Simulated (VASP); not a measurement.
Au₂Pd₂ (ordered alloy cell): computed properties

Computed with PBEsol GGA, VASP's PBE PAW potentials (set 64) (plane waves; VASP 6.6.1).

For Au2Pd2, the space group is R-3m (166) and the cell is a = b = 2.820 Å, c = 27.410 Å, α = β = 90.00°, γ = 120.00°. The volume per atom is 15.73 Å³/atom and the band gap (over mesh and band path) is none (metal, semimetal or under 0.01 eV). The density is 16.02 g/cm³.

```xyz
4
Lattice="0.0000 1.9938 1.9938 1.9938 0.0000 1.9938 7.9335 7.9335 0.0417" Properties=species:S:1:pos:R:3 pbc="T T T"
Pd     2.0217     2.0217     3.9597
Pd     1.9555     1.9555     0.0383
Au     3.9333     3.9333     0.0543
Au     7.9774     7.9774     3.9854
```

Unless said otherwise, spin-orbit coupling is left out, though it shifts the bands of the heavy elements here.

The structure was generated: Au2Pd2 was put into an ordered model structure (R-3m), which need not be its known phase. It was relaxed first. Symmetry was kept, so distortions that lower it aren't found.
